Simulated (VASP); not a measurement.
Computed with HSEsol screened hybrid, VASP's PBE PAW potentials (set 64) (plane waves; VASP).

Input for VASP

**KPOINTS**
```
Automatic mesh
0
Gamma
6 6 6
0 0 0
```

File POSCAR:
```
NaI
3.162790
  0.0000000000   0.9999999988   0.9999999988
  0.9999999988   0.0000000000   0.9999999988
  0.9999999988   0.9999999988   0.0000000000
Na I
1 1
Direct
  0.0000000000   0.0000000000   0.0000000000
  0.5000000000   0.5000000000   0.5000000000
```

### INCAR
```
# general
SYSTEM   = NaI
PREC     = Accurate
ENCUT    = 520
LREAL    = .FALSE.
LASPH    = .TRUE.
ISYM     = 3

# electronic loop
EDIFF    = 1E-6
NELM     = 60
ALGO     = Normal
LMAXMIX  = 4

# smearing
ISMEAR   = 0
SIGMA    = 0.05

# functional
GGA      = PS
LHFCALC  = .TRUE.
AEXX     = 0.25
HFSCREEN = 0.2
PRECFOCK = Fast

# ions
ISIF     = 2

# output
LWAVE    = .FALSE.
LCHARG   = .FALSE.
```

POTCAR, in this order: Na_pv I (PBE.64 set). Program: vasp_std. Read from the step before: WAVECAR.

Unless said otherwise, spin-orbit coupling is left out, though it shifts the bands of the heavy elements here.

Question: Predict the energy per atom (σ→0), band gap (on the k-mesh).

Answer: 
```
Quantity                           Value
------------------------  --------------
energy per atom (σ→0)     -3.241 eV/atom
band gap (on the k-mesh)         4.74 eV
```

### OSZICAR
```
...
DAV:   2    -0.648210753517E+01   -0.16443E-02   -0.89748E-03   388   0.119E+00    0.191E+00
DAV:   3    -0.648185932353E+01    0.24821E-03   -0.40411E-04   427   0.319E-01    0.114E+00
DAV:   4    -0.648177474303E+01    0.84580E-04   -0.65750E-05   400   0.102E-01    0.652E-01
DAV:   5    -0.648174792039E+01    0.26823E-04   -0.15795E-05   456   0.417E-02    0.374E-01
DAV:   6    -0.648173891835E+01    0.90020E-05   -0.41181E-06   346   0.187E-02    0.217E-01
DAV:   7    -0.648173628229E+01    0.26361E-05   -0.14670E-06   316   0.105E-02    0.126E-01
DAV:   8    -0.648173550530E+01    0.77699E-06   -0.45490E-07   185   0.630E-03
   1 F= -.64817355E+01 E0= -.64817355E+01  d E =-.269147E-15
```

The compound is NaI in the rock salt structure. This cell is one point of a volume scan, at 0.91 of the reference volume. The cell's shape comes from a PBE relaxation.
